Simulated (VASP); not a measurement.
Consider the following.

```xyz
3
Lattice="0.0000 2.7539 2.7539 2.7539 0.0000 2.7539 2.7539 2.7539 0.0000" Properties=species:S:1:pos:R:3 pbc="T T T"
Ca     2.7539     2.7539     5.5078
F      1.3770     1.3770     1.3770
F      4.1309     4.1309     4.1309
```

The numbers are results of vdW-DF-cx, VASP's PBE PAW potentials (set 64) (plane waves; VASP 6.6.1), not measurements. Settings: 520 eV cut-off, 7×7×7 Γ-centred mesh, Gaussian smearing of 0.050 eV, potentials Ca_sv F.

Problem. Give the stress tensor in GPa (positive for a compressed cell).

Solution. 
```
-2.37   0.00   0.00
 0.00  -2.37   0.00
 0.00   0.00  -2.37
```
The pressure is its mean diagonal, -2.37 GPa.

The compound is CaF2 in the fluorite structure. This cell is one point of a volume scan, at 1.03 of the reference volume.
